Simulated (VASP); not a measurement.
VASP runs on YS (space group Fm-3m) share one base input (LDA (Ceperley-Alder, Perdew-Zunger), plane waves, VASP's LDA PAW potentials (set 64)) and change the settings named in each case.

POSCAR:
```
YS
1
    0.0000000000     2.7436500000     2.7436500000
    2.7436500000     0.0000000000     2.7436500000
    2.7436500000     2.7436500000     0.0000000000
Y S
1 1
Direct
  0.5000000000   0.5000000000   0.5000000000
  0.0000000000   0.0000000000   0.0000000000
```

**INCAR**
```
ALGO=Normal
EDIFF=1E-6
ENCUT=300
ISIF=2
ISMEAR=-1
LASPH=.True.
LCHARG=.False.
LMAXMIX=4
LREAL=.False.
LWAVE=.False.
NELM=100
PREC=Accurate
SIGMA=0.1
SYSTEM=YS
```

**KPOINTS**
```
kpoints
0
gamma
 5 5 5
```

POTCAR, in this order: Y_sv S (LDA.64 set). Program: vasp_std.

```
change                                                                                                              E(σ→0) (eV/atom)  pressure (GPa)  −TS (eV)
------------------------------------------------------------------------------------------------------------------  ----------------  --------------  --------
base run                                                                                                                     -8.0185           -4.00   -0.0360
GGA = PS, POTCAR Y_sv S (PBE.64 set)                                                                                         -7.7407           -1.72   -0.0360
GGA_COMPAT = .FALSE., LNONCOLLINEAR = .TRUE., LSORBIT = .TRUE., MAGMOM = 0.0 0.0 0.0 0.0 0.0 0.0, program vasp_ncl           -8.0444           -4.00   -0.0360
KPOINTS 4×4×4 Γ-centred mesh                                                                                                 -8.0152           -3.95   -0.0319
```
 Energies of different potentials or functionals have different zeros.  At 300 eV the pressure can carry a Pulay error.

Left out are runs that ran out of time, are held back, or changed the cell or the kind of run, fixed moments of cells without a moment, rows past the twelfth, gaps on odd meshes, pressures of charged cells and columns that move by less than the noise.

The structure comes from a measured YS entry (Fm-3m) of the Crystallography Open Database, whose conditions weren't checked. The cell was not relaxed at this level.
